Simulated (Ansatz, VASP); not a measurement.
# MgTiTe3: VASP beside Ansatz, part 2 of 2

Wanted: the spread between two codes on one cell, functional and k mesh. The cell is generated by rule, not measured, and may not be a known phase. The cell is taken from a series of runs on this material, whose earlier steps may have relaxed, scaled, displaced or heated it; both programs get it as it stands.

VASP 6.6.1 and Ansatz 0.2.0.

So far: The starting structure; VASP: relaxation of cell and atoms, PBE with D3(BJ), pair 1; Ansatz: relaxation of cell and atoms, PBE with D3(BJ), pair 1.

## Step 4: Comparison

Known differences besides the potentials themselves: the data sets hold 70 valence electrons in Ansatz (on its default PAW (the set named soft_2) files) and 32 in VASP; the cutoff is 420 eV in Ansatz and 600 eV in VASP; Ansatz adds a Pulay correction to the stress that steers its cell, VASP none. Total energies have different zeros and are not compared.

Both answers:

```csv
quantity,Ansatz,VASP,difference
volume (Å³),163.91,163.88,+0.02 %
"edge a after relaxation, in the typed setting (Å)",5.477,5.479,-0.03 %
"edge c after relaxation, in the typed setting (Å)",5.464,5.460,+0.08 %
```

## Step 5: VASP: relaxation of cell and atoms, PBE with D3(BJ), pair 2

The relaxed volume is the usual yardstick between codes: in a stiff, nearly cubic crystal its relative difference is about their pressure difference at one cell divided by the bulk modulus.

INCAR reads:

```
SYSTEM = MgTiTe3
PREC = Accurate
ENCUT = 600
EDIFF = 1E-07
NELM = 120
ISMEAR = 1
SIGMA = 0.2
LREAL = .FALSE.
ALGO = Normal
GGA = PE
IVDW = 12
NBANDS = 22
LASPH = .TRUE.
LORBIT = 11
LWAVE = .FALSE.
LCHARG = .FALSE.
ISIF = 3
IBRION = 2
NSW = 80
EDIFFG = -0.005
GGA_COMPAT = .FALSE.
NELMIN = 4
KPAR = 2
```

POSCAR reads:

```
MgTiTe3
1.0
    5.4770810000      0.0000000000      0.0000000000
    0.0000000000      5.4770810000      0.0000000000
    0.0000000000      0.0000000000      5.4640790000
Mg Ti Te
1 1 3
Direct
    0.0000000000      0.0000000000      0.7700148552
    0.5000000000      0.5000000000      0.4899374625
    0.5000000000      0.5000000000      0.0402468559
    0.5000000000      0.0000000000      0.6214004227
    0.0000000000      0.5000000000      0.6214004227
```

KPOINTS reads:

```
Automatic mesh
0
Gamma
8 8 8
0 0 0
```

Potentials, in the order of the species: Mg, Ti_sv and Te (PBE family, release 64).

The run is started by

```sh
> mpirun -np 2 vasp_std
```

Numbers of over 12 decimals in the logs are rounded to 6 here.

Log:

```text
[... set-up lines as in an earlier step ...]
 entering main loop
       N       E                     dE             d eps       ncg     rms          rms(c)
DAV:   1     0.239175189900E+03    0.23918E+03   -0.14402E+04  3356   0.139E+03
DAV:   2     0.647870074445E+01   -0.23270E+03   -0.22347E+03  3778   0.304E+02
DAV:   3    -0.213699852553E+02   -0.27849E+02   -0.26694E+02  5796   0.913E+01
DAV:   4    -0.234166241026E+02   -0.20466E+01   -0.20373E+01  4900   0.223E+01
[...]
DAV:  18    -0.205704850433E+02    0.13869E-06   -0.35282E-07  3680   0.584E-03    0.475E-03
DAV:  19    -0.205704851633E+02   -0.12003E-06   -0.74400E-08  2358   0.185E-03    0.236E-03
DAV:  20    -0.205704851921E+02   -0.28759E-07   -0.33356E-08  2196   0.126E-03
   1 F= -.22317290E+02 E0= -.22319939E+02  d E =-.223173E+02
[... from here on, the cycles between the ionic steps are left out ...]
   2 F= -.22317312E+02 E0= -.22319972E+02  d E =-.222335E-04
   3 F= -.22317318E+02 E0= -.22319975E+02  d E =-.286637E-04
   4 F= -.22317318E+02 E0= -.22319974E+02  d E =-.283881E-04
   5 F= -.22317318E+02 E0= -.22319975E+02  d E =-.283534E-04
   6 F= -.22317329E+02 E0= -.22319987E+02  d E =-.112258E-04
   7 F= -.22317348E+02 E0= -.22320007E+02  d E =-.295375E-04
[...]
reached required accuracy - stopping structural energy minimisation
```

From OUTCAR (step 5):

```text
 Edisp (eV)   -1.74804

 Edisp (eV)   -1.74855

  Total       0.02155     0.02155     0.00136     0.00000     0.00000     0.00000
  in kB       0.21085     0.21085     0.01333     0.00000     0.00000     0.00000
  external pressure =        0.15 kB  Pullay stress =        0.00 kB

 POSITION                                       TOTAL-FORCE (eV/Angst)
 -----------------------------------------------------------------------------------
      5.47662      0.00000      4.20206         0.000000     -0.000000     -0.003119
      2.73831      2.73831      2.67425         0.000000     -0.000000     -0.003834
      2.73831      2.73831      0.21866        -0.000000      0.000000      0.002750
      2.73831      5.47662      3.39429        -0.000000      0.000000      0.002101
     -0.00000      2.73831      3.39429        -0.000000      0.000000      0.002101
 -----------------------------------------------------------------------------------
    total drift:                                0.000000     -0.000000      0.000926

  FREE ENERGIE OF THE ION-ELECTRON SYSTEM (eV)
  ---------------------------------------------------
  free  energy   TOTEN  =       -22.3173475515 eV

  energy  without entropy=      -22.3253268021  energy(sigma->0) =      -22.32000730

[... 2 parts as in an earlier step ...]

[... 2 further parts left out ...]
[key lines of the parts left out:]
E-fermi :   4.3729
```

## Step 6: Ansatz: relaxation of cell and atoms, PBE with D3(BJ), pair 2

The same cell, functional, mesh and smearing now go to Ansatz, which takes its cutoff from its data sets.

The cell is taken from a series of runs on this material, whose earlier steps may have relaxed, scaled, displaced or heated it; both programs get it as it stands.

input.yaml reads:

```yaml
crystal:
  lattice:
    - [5.4770812179, 0.0, 0.0]
    - [0.0, 5.4770812179, 0.0]
    - [0.0, 0.0, 5.4640792091]
  atoms:
    - { symbol: Mg, position: [0.0, 0.0, -0.2299851838] }
    - { symbol: Ti, position: [0.5, 0.5, 0.4899374404] }
    - { symbol: Te, position: [0.5, 0.5, 0.0402467838] }
    - { symbol: Te, position: [0.5, 0.0, 0.6214004797] }
    - { symbol: Te, position: [0.0, 0.5, 0.6214004797] }
kpoints:
  mp_grid: { grid: [8, 8, 8] }
hamiltonian:
  xc: pbe
  dispersion: d3bj
scf:
  occupations: { method: methfessel_paxton, width: 0.2 }
output:
  forces: true
  stress: true
  eigenvalues: true
relax:
  adjacent_minimum: "off"
  f_tol: 0.001
  max_steps: 60
  cell: { stress_tol: 0.01 }
```

The run is started by

```sh
> ansatz run input.yaml --threads 8 --pin off --max-ram 14336MiB --backend cpu --events-out ev --progress --plain --runs-dir out
```

Log:

```text
[...]
Crystal: 5 atoms, lattice volume = 163.914 Å³
Basis set: ecut = 420 eV, 3191 PW (Γ), exchange–correlation on 80×80×80 points (8 copies of the dense FFT grid, shifted against one another)
Bands: 42, of which v1, the nominal top of the filled ones, is band 35 counted from 1 (34 counted from 0)
Symmetry: 8 space group operations
[...]
k-points: 75 of 512 (time reversal used)
[...]
--- Relaxed structure (4 steps of the walk, 4 accepted, 1 SCFs on fresh bases) ---
[...]
cell:  # Å, volume = 163.9434 Å³
    - [5.477766, 0.0, 0]
    - [0.0, 5.477766, 0.0]
    - [0, 0.0, 5.463703]
  atoms:
    - { symbol: Mg, position: [0, 0.0, -0.230599] }
    - { symbol: Ti, position: [0.5, 0.5, 0.489813] }
    - { symbol: Te, position: [0.5, 0.5, 0.040296] }
    - { symbol: Te, position: [0.5, 0.0, 0.621745] }
    - { symbol: Te, position: [0, 0.5, 0.621745] }
[key lines of the parts left out:]
SCF converged after 9 iterations
Free energy (F): -25366.904442 eV
Fermi energy:    7.057949 eV
P = ⅓ Tr σ = -0.0001 GPa (-0.001 kbar)
```

## Step 7: Comparison

What differs besides the data sets and the points named for the pairs above, as far as they apply: the data sets hold 70 valence electrons in Ansatz (on its default PAW (the set named soft_2) files) and 32 in VASP. Total energies have different zeros and are not compared.

Both answers:

```csv
quantity,Ansatz,VASP,difference
volume (Å³),163.94,163.75,+0.12 %
"edge a after relaxation, in the typed setting (Å)",5.478,5.477,+0.02 %
"edge c after relaxation, in the typed setting (Å)",5.464,5.460,+0.08 %
```

## Step 8: Outcome

* difference in edge c after relaxation, in the typed setting (relaxation of cell and atoms, PBE with D3(BJ), pair 1): 0.075 %
* difference in volume (relaxation of cell and atoms, PBE with D3(BJ), pair 2): 0.12 %

The difference in volume is 0.12 % (relaxation of cell and atoms, PBE with D3(BJ), pair 2), within the 1.2 % picked in this series as the mark of a large difference, as far as the stopping tolerances let one tell. The data sets hold unlike numbers of valence electrons (70 in Ansatz and 32 in VASP), so part of the differences comes from the potentials. Such differences can come from data sets, numerical settings and the points named under the comparisons, not from the functional's error against experiment.

[Lines on the potential files, build, host, timing and source positions are cut from VASP's logs without a mark.]

[Logs are printed without paths, hosts, clocks, repeated set-up lines and the standing remarks that a program may print on its own settings, such as how far it seeks lower states.]

[Hosts, paths, dates, database ids (printed as entryN), source tags and the programs' standing remarks are cut or masked in the printed files.]
